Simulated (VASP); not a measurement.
An input for Quantum ESPRESSO's pw.x (written as the equivalent of a VASP run, and not itself run):

```
&CONTROL
  calculation = 'scf'
  pseudo_dir = './pseudo'
  outdir = './out'
  tprnfor = .true.
  tstress = .true.
/
&SYSTEM
  ibrav = 0
  nat = 2
  ntyp = 1
  ecutwfc = 70
  occupations = 'smearing'
  smearing = 'fermi-dirac'
  degauss = 0.009996
  input_dft = 'pz'
/
&ELECTRONS
  conv_thr = 7.3e-08
  electron_maxstep = 100
/
ATOMIC_SPECIES
  In 114.818 In.upf
CELL_PARAMETERS angstrom
    -2.8838100    2.8838100    1.5734410
     2.8838100   -2.8838100    1.5734410
     2.8838100    2.8838100   -1.5734410
ATOMIC_POSITIONS crystal
  In   0.7500000  0.2500000  0.5000000
  In   0.0000000  0.0000000  0.0000000
K_POINTS automatic
  9 9 9 0 0 0
```

Task: Write the VASP files for the same calculation (LDA).

Result: Several could match; the one computed here: 
POSCAR:
```
In
5.767620
 -0.5000000000   0.5000000000   0.2728059408
  0.5000000000  -0.5000000000   0.2728059408
  0.5000000000   0.5000000000  -0.2728059408
In
2
Cartesian
  0.0000000000   0.5000000000   0.1364029704
  0.0000000000   0.0000000000   0.0000000000
```

**INCAR**
```
SYSTEM = In
PREC = Accurate; ENCUT = 300; LREAL = F
LASPH = T
EDIFF = 1E-6; NELM = 100; ALGO = Normal
LMAXMIX = 4
ISMEAR = -1; SIGMA = 0.136
ISIF = 2
LWAVE = F; LCHARG = F
```

**KPOINTS**
```
Automatic mesh
0
Gamma
9 9 9
0 0 0
```

POTCAR, in this order: In_d (LDA.64 set). Program: vasp_std.

What does not carry over: the potentials are each code's own (VASP's PAW set, PseudoDojo norm-conserving files in pw.x), so ENCUT and ecutwfc are chosen apart and not converted; conv_thr bounds pw.x's estimated SCF error, while EDIFF bounds the energy change between steps.

The structure was generated: In was put into an ordered model structure, which need not be its known phase. The cell was not relaxed at this level. The run is one of a series of settings (GGA removed, POTCAR In_d (LDA.64 set) against the base run), some of them coarse on purpose.
